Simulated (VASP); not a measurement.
# CsC (P6_3/mmc) in VASP: single point with PBE

Aim: the single point of CsC with PBE.

Program: VASP 6.6.1. These are calculated values, not measurements. Logs are shortened: lines on timing, memory, paths and dates and some standing lists are left out, and cuts for length are marked.

### Step 1. The crystal as given

It takes space group P6_3/mmc (No. 194, hexagonal). The conventional cell has a = 5.622 Å, b = 5.622 Å, c = 8.986 Å, α = 90.00°, β = 90.00°, γ = 120.00°. Cs (site symmetry -6m2) has 6 C at 3.31 Å as nearest neighbours. Cs (site symmetry -3m) is surrounded by 6 C at 3.62 Å and 6 Cs at 3.95 Å. C (site symmetry 3m) is surrounded by 1 C at 1.27 Å.

The cell was built by a generator and needn't be a form met in nature.

### Step 2. Single point, PBE

Input file INCAR:

```
SYSTEM = CsC
PREC = Accurate
ENCUT = 520
EDIFF = 1E-7
ISMEAR = 0
SIGMA = 0.1
LREAL = .False.
LASPH = .True.
NELM = 100
ALGO = Fast
ISIF = 2
LWAVE = .False.
LCHARG = .True.
GGA = PE
LELF = .True.
LVHAR = .True.
NBANDS = 36
```

Input file KPOINTS:

```
regular mesh
0
Gamma
  9 9 4
  0 0 0
```

Input file POSCAR:

```
CsC
1.0
    5.6224483194      0.0000000000      0.0000000000
   -2.8112241597      4.8691830761      0.0000000000
    0.0000000000      0.0000000000      8.9862337972
Cs C
4 4
Direct
    0.6666666667      0.3333333333      0.7500000000
    0.0000000000      0.0000000000      0.0000000000
    0.3333333333      0.6666666667      0.2500000000
    0.0000000000      0.0000000000      0.5000000000
    0.3333333333      0.6666666667      0.8206925447
    0.6666666667      0.3333333333      0.1793074553
    0.6666666667      0.3333333333      0.3206925447
    0.3333333333      0.6666666667      0.6793074553
```

Potentials or basis: VASP PAW PBE potentials, release 64 (Cs_sv, C).

Started as:

```
$ cat potpaw_PBE.64/Cs_sv/POTCAR potpaw_PBE.64/C/POTCAR > POTCAR
$ mpirun -np 1 vasp_std > vasp.out
```

OUTCAR:

```text
SYSTEM = CsC
   PREC = Accurate
   ENCUT = 520
   EDIFF = 1E-7
   ISMEAR = 0
   LREAL = .False.
   LASPH = .True.
   NELM = 100
   ISIF = 2
   GGA = PE

 ion  position               nearest neighbor table
   1  0.667  0.333  0.750-
   2  0.000  0.000  0.000-
   3  0.333  0.667  0.250-
   4  0.000  0.000  0.500-
   5  0.333  0.667  0.821-   8 1.27
   6  0.667  0.333  0.179-   7 1.27
   7  0.667  0.333  0.321-   6 1.27
   8  0.333  0.667  0.679-   5 1.27

  LATTYP: Found a hexagonal cell.
 ALAT       =     5.6224483194
 C/A-ratio  =     1.5982777051

  Lattice vectors:

 A1 = (   5.6224483194,   0.0000000000,   0.0000000000)
 A2 = (  -2.8112241597,   4.8691830761,   0.0000000000)
 A3 = (   0.0000000000,   0.0000000000,   8.9862337972)

Analysis of symmetry for initial positions (statically):
=====================================================================
 Subroutine PRICEL returns:
 Original cell was already a primitive cell.

 Routine SETGRP: Setting up the symmetry group for a
 hexagonal supercell.

 Subroutine GETGRP returns: Found 24 space group operations
 (whereof 12 operations were pure point group operations)
 out of a pool of 24 trial point group operations.

The static configuration has the point symmetry D_3d.
 The point group associated with its full space group is D_6h.

Analysis of symmetry for dynamics (positions and initial velocities):
=====================================================================
 Subroutine PRICEL returns:
 Original cell was already a primitive cell.

 Routine SETGRP: Setting up the symmetry group for a
 hexagonal supercell.

 Subroutine GETGRP returns: Found 24 space group operations
 (whereof 12 operations were pure point group operations)
 out of a pool of 24 trial point group operations.

The dynamic configuration has the point symmetry D_3d.
 The point group associated with its full space group is D_6h.

 Subroutine INISYM returns: Found 24 space group operations
 (whereof 12 operations are pure point group operations),
 and found     1 'primitive' translations

----------------------------------------------------------------------------------------

[... 107 lines left out ...]
   NSW    =      0    number of steps for IOM
   IBRION =     -1    ionic relax: 0-MD 1-quasi-New 2-CG
   NFREE  =      0    steps in history (QN), initial steepest desc. (CG)
   ISIF   =      2    stress and relaxation
   ISYM   =      2    0-nonsym 1-usesym 2-fastsym
   POTIM  = 0.5000    time-step for ionic-motion
   TEBEG  =    0.0;   TEEND  =   0.0 temperature during run
   PSTRESS=    0.0 pullay stress
   NELECT =      52.0000    total number of electrons
   NUPDOWN=      -1.0000    fix difference up-down
   EMIN   =  10.00;   EMAX   =-10.00  energy-range for DOS
   EFERMI =   0.00;   METHOD = LEGACY
   ISMEAR =     0;   SIGMA  =   0.10  broadening in eV -4-tet -1-fermi 0-gaus
   EFERMI_NEDOS =   21; number of points for ismear=-14 and -15
   IALGO  =     68    algorithm
   IMIX   =      4    mixing-type and parameters
     AMIX     =   0.40;   BMIX     =  1.00
     AMIX_MAG =   1.60;   BMIX_MAG =  1.00
  volume/ion in A,a.u.               =      30.75       207.52
  Fermi-wavevector in a.u.,A,eV,Ry     =   0.975191  1.842843 12.939096  0.950997
  Thomas-Fermi vector in A             =   2.105710
   LORBIT       =      0    0 simple, 1 ext, 2 COOP (PROOUT), +10 PAW based schemes
   GGA     = PE    functional components
   LHFCALC =     F    Hartree Fock is set to
   AEXX    =    0.0000 exact exchange contribution
   IVDW    =     0    specifies the selected vdW correction
   LEPSILON=     F    determine dielectric tensor
   LRPA    =     F    only Hartree local field effects (RPA)
 non-spin polarized calculation
 RMM-DIIS sequential band-by-band and
 Gauss-broadening in eV      SIGMA  =   0.10
  energy-cutoff  :      520.00
  volume of cell :      246.01
 maximum number of plane-waves:      6670
 NGX is ok and might be reduce to    42
   NGX = 21   NGY = 21   NGZ = 33

 number of electron      51.9999999 magnetization

 Free energy of the ion-electron system (eV)
  ---------------------------------------------------
  ext. energy  EPLUGINS =         0.00000000
  ---------------------------------------------------
  free energy    TOTEN  =       -37.34468967 eV

  energy without entropy =      -37.34468967  energy(sigma->0) =      -37.34468967

 E-fermi :   1.4376     XC(G=0):  -8.1241

 val. band max:        0.9836708352   @ k =   0.0000   0.0000   0.0000
 cond. band min:       3.3836441817   @ k =   0.0000   0.0000   0.0000
 fundamental gap:      2.3999733466
 Fermi energy:         1.4375559179

 k-point     1 :       0.0000    0.0000    0.0000
  band No.  band energies     occupation
      1     -20.8830      2.00000
      2     -20.8209      2.00000
      3     -20.1925      2.00000
      4     -20.1569      2.00000
      5     -10.7806      2.00000
      6     -10.7627      2.00000
[... 925 lines left out ...]
     35       6.4393      0.00000
     36       6.4781      0.00000

 [... further k-points ...]

------------------------ aborting loop because EDIFF is reached ----------------------------------------

  FORCE on cell =-STRESS in cart. coord.  units (eV):
  Direction    XX          YY          ZZ          XY          YZ          ZX
  --------------------------------------------------------------------------------------
  -------------------------------------------------------------------------------------
  Total        0.1494991      0.1494991      0.3134488      0.0000000     -0.0000000      0.0000000
  in kB        0.9736209      0.9736209      2.0413518      0.0000000     -0.0000000      0.0000000
  external PRESSURE =       1.3295312 kB  Pullay stress =       0.0000000 kB

 VOLUME and BASIS-vectors are now :
 -----------------------------------------------------------------------------
  energy-cutoff  :      520.00
  volume of cell :      246.01
      direct lattice vectors                 reciprocal lattice vectors
     5.622448319  0.000000000  0.000000000     0.177858460  0.102686630  0.000000000
    -2.811224160  4.869183076  0.000000000     0.000000000  0.205373260  0.000000000
     0.000000000  0.000000000  8.986233797     0.000000000  0.000000000  0.111281325

 POSITION                                       TOTAL-FORCE (eV/Angst)
 -----------------------------------------------------------------------------------
      2.81122      1.62306      6.73968        -0.000000     -0.000000     -0.000000
      0.00000      0.00000      0.00000        -0.000000     -0.000000     -0.000000
     -0.00000      3.24612      2.24656         0.000000      0.000000     -0.000000
      0.00000      0.00000      4.49312        -0.000000     -0.000000     -0.000000
     -0.00000      3.24612      7.37494        -0.000000      0.000000      0.115998
      2.81122      1.62306      1.61130         0.000000     -0.000000     -0.115998
      2.81122      1.62306      2.88182        -0.000000     -0.000000      0.115998
     -0.00000      3.24612      6.10442        -0.000000      0.000000     -0.115998
 -----------------------------------------------------------------------------------
    total drift:                               -0.000000      0.000000     -0.000000

  FREE ENERGIE OF THE ION-ELECTRON SYSTEM (eV)
  ---------------------------------------------------
  free  energy   TOTEN  =       -37.3446896655 eV

  energy  without entropy=      -37.3446896655  energy(sigma->0) =      -37.34468967
```

stdout:

```text
POSCAR found type information on POSCAR CsC
 POSCAR found :  2 types and       8 ions
 scaLAPACK will be used
 LDA part: xc-table for (Slater+PW92), standard interpolation
 POSCAR, INCAR and KPOINTS ok, starting setup
 FFT: planning ... GRIDC
 FFT: planning ... GRID_SOFT
 FFT: planning ... GRID
 WAVECAR not read
 entering main loop
```

It took 5.6 min on 1 thread of Intel Xeon Platinum 8488C (Sapphire Rapids), shared host; peak memory 0.48 GiB.

Results:

```yaml
Free_energy: -37.3447 eV
Pressure: 0.1 GPa
Largest_force: 0.116 eV/Å
Band_gap_on_the_k_mesh: 2.40 eV, direct
```

Forces in eV/Å, atoms in the order of the input:
```
Cs   0.000  0.000  0.000
Cs   0.000  0.000  0.000
Cs   0.000  0.000  0.000
Cs   0.000  0.000  0.000
C    0.000  0.000  0.116
C    0.000  0.000 -0.116
C    0.000  0.000  0.116
C    0.000  0.000 -0.116
```

Levels at points of the mesh, in eV from the valence-band top:
```
           k point  band 24  band 25  band 26  band 27  band 28  band 29
(0.00, 0.00, 0.00)    -1.06    -0.99     0.00     2.40     2.78     2.78
(0.00, 0.00, 0.50)    -1.21    -0.33    -0.33     3.53     3.53     3.55
```

Caveat: spin-orbit coupling is left out, which moves the levels of the heavy elements; an odd mesh through Γ misses points on the zone boundary, where band edges often lie. PBE gaps usually lie below the measured ones, often by a third to a half.
